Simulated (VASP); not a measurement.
Output of a VASP run:

OSZICAR:
```
       N       E                     dE             d eps       ncg     rms          rms(c)
DAV:   1     0.529767741828E+01    0.52977E+01   -0.39142E+03  1376   0.837E+02
DAV:   2    -0.165917037599E+02   -0.21889E+02   -0.20891E+02  1904   0.109E+02
DAV:   3    -0.168575207083E+02   -0.26582E+00   -0.26525E+00  1664   0.142E+01
DAV:   4    -0.168579461281E+02   -0.42542E-03   -0.42542E-03  1944   0.517E-01
DAV:   5    -0.168579464918E+02   -0.36367E-06   -0.36360E-06  1664   0.101E-02    0.502E+00
DAV:   6    -0.155454248508E+02    0.13125E+01   -0.21607E+00  1392   0.805E+00    0.248E+00
DAV:   7    -0.153129652710E+02    0.23246E+00   -0.12774E+00  1552   0.604E+00    0.772E-01
DAV:   8    -0.153089205738E+02    0.40447E-02   -0.15612E-01  1448   0.241E+00    0.477E-01
DAV:   9    -0.153002811910E+02    0.86394E-02   -0.26095E-02  1464   0.911E-01    0.552E-02
DAV:  10    -0.153002952563E+02   -0.14065E-04   -0.10566E-03  1840   0.227E-01    0.318E-02
DAV:  11    -0.153002674130E+02    0.27843E-04   -0.17144E-04  1384   0.772E-02    0.445E-03
DAV:  12    -0.153002664677E+02    0.94530E-06   -0.39836E-06  1568   0.148E-02    0.117E-03
DAV:  13    -0.153002664465E+02    0.21208E-07   -0.46599E-07  1616   0.412E-03
   1 F= -.15937104E+02 E0= -.15936910E+02  d E =-.159371E+02
       N       E                     dE             d eps       ncg     rms          rms(c)
DAV:   1    -0.153176554330E+02   -0.17389E-01   -0.21920E-01  1776   0.361E+00    0.279E-01
DAV:   2    -0.153129551147E+02    0.47003E-02   -0.10645E-02  1736   0.652E-01    0.102E-01
DAV:   3    -0.153123053113E+02    0.64980E-03   -0.23071E-03  1600   0.264E-01    0.271E-02
DAV:   4    -0.153122826251E+02    0.22686E-04   -0.93296E-05  1776   0.763E-02    0.448E-03
DAV:   5    -0.153122816489E+02    0.97613E-06   -0.37983E-06  1528   0.132E-02    0.103E-03
DAV:   6    -0.153122817088E+02   -0.59871E-07   -0.10185E-07  1360   0.259E-03
   2 F= -.15947162E+02 E0= -.15947133E+02  d E =-.100580E-01
       N       E                     dE             d eps       ncg     rms          rms(c)
DAV:   1    -0.153145445560E+02   -0.22629E-02   -0.26864E-02  1760   0.127E+00    0.102E-01
DAV:   2    -0.153139406674E+02    0.60389E-03   -0.13238E-03  1768   0.229E-01    0.439E-02
DAV:   3    -0.153138350956E+02    0.10557E-03   -0.42765E-04  1568   0.112E-01    0.105E-02
DAV:   4    -0.153138324722E+02    0.26234E-05   -0.15414E-05  1584   0.312E-02    0.207E-03
DAV:   5    -0.153138322412E+02    0.23098E-06   -0.10095E-06  1560   0.596E-03    0.446E-04
DAV:   6    -0.153138322426E+02   -0.13908E-08   -0.25838E-08  1000   0.135E-03
   3 F= -.15948000E+02 E0= -.15948079E+02  d E =-.108954E-01
```

### OUTCAR
```
------------------------ aborting loop because EDIFF is reached ----------------------------------------
  Edisp (eV):   -0.63417
  FORCE on cell =-STRESS in cart. coord.  units (eV):
  Direction    XX          YY          ZZ          XY          YZ          ZX
  --------------------------------------------------------------------------------------
  Total      -1.40701    -1.40701    -1.40883    -0.00000    -0.00000     0.00000
  in kB     -76.11000   -76.10997   -76.20856    -0.00000    -0.00000     0.00000
  external pressure =      -76.14 kB  Pullay stress =        0.00 kB
  volume of cell :       29.62
      direct lattice vectors                 reciprocal lattice vectors
     1.547424685 -2.680217729  0.000000000     0.323117503 -0.186552008 -0.000000000
     1.547424685  2.680217729  0.000000000     0.323117503  0.186552008 -0.000000000
     0.000000000 -0.000000000  3.570714447    -0.000000000  0.000000000  0.280055999
 POSITION                                       TOTAL-FORCE (eV/Angst)
 -----------------------------------------------------------------------------------
      0.00000     -0.00000      0.00000        -0.000000      0.000000      0.000000
      1.54742      0.89341      1.78536         0.000000     -0.000000      0.000000
      1.54742     -0.89341      1.78536        -0.000000      0.000000     -0.000000
 -----------------------------------------------------------------------------------
    total drift:                                0.000000     -0.000000      0.000000
  FREE ENERGIE OF THE ION-ELECTRON SYSTEM (eV)
  ---------------------------------------------------
  free  energy   TOTEN  =       -15.9479998218 eV

  energy  without entropy=      -15.9482368537  energy(sigma->0) =      -15.94807883

 reached required accuracy - stopping structural energy minimisation
```
(Selected blocks of OUTCAR.)

**POSCAR**
```
MgB2
1
    1.5604444195    -2.7027685239     0.0000000000
    1.5604444195     2.7027685239     0.0000000000
    0.0000000000     0.0000000000     3.5113778063
Mg B
1 2
Direct
  0.0000000000   0.0000000000   0.0000000000
  0.3333330000   0.6666670000   0.5000000000
  0.6666670000   0.3333330000   0.5000000000
```

Q: Write an INCAR and KPOINTS that could have produced this output.

A: One answer among several that fit: the input of the run itself, PBE GGA with D4 dispersion, plane waves, VASP's PBE PAW potentials (set 64).

File KPOINTS:
```
kpoints
0
G
 11 11 9
0 0 0
```

**INCAR**
```
# general
SYSTEM  =  MgB2
PREC    =  Accurate
ENCUT   =  520
LREAL   =  .FALSE.
LASPH   =  .TRUE.

# electronic loop
EDIFF   =  1E-7   # SCF stop (eV)
NELM    =  100   # most electronic steps
ALGO    =  Normal   # blocked Davidson

# smearing
ISMEAR  =  1   # Methfessel-Paxton
SIGMA   =  0.1

# functional
GGA     =  PE   # PBE
IVDW    =  13

# ions
IBRION  =  2   # conjugate gradients
NSW     =  30   # most ionic steps
ISIF    =  4
EDIFFG  =  -0.01   # ionic stop

# output
LWAVE   =  .FALSE.
LCHARG  =  .FALSE.
```

POTCAR, in this order: Mg B (PBE.64 set). Program: vasp_std.

The compound is MgB2 in the AlB2 type structure. This cell is one point of a volume scan, at 1.06 of the reference volume. Symmetry was kept, so distortions that lower it aren't found.
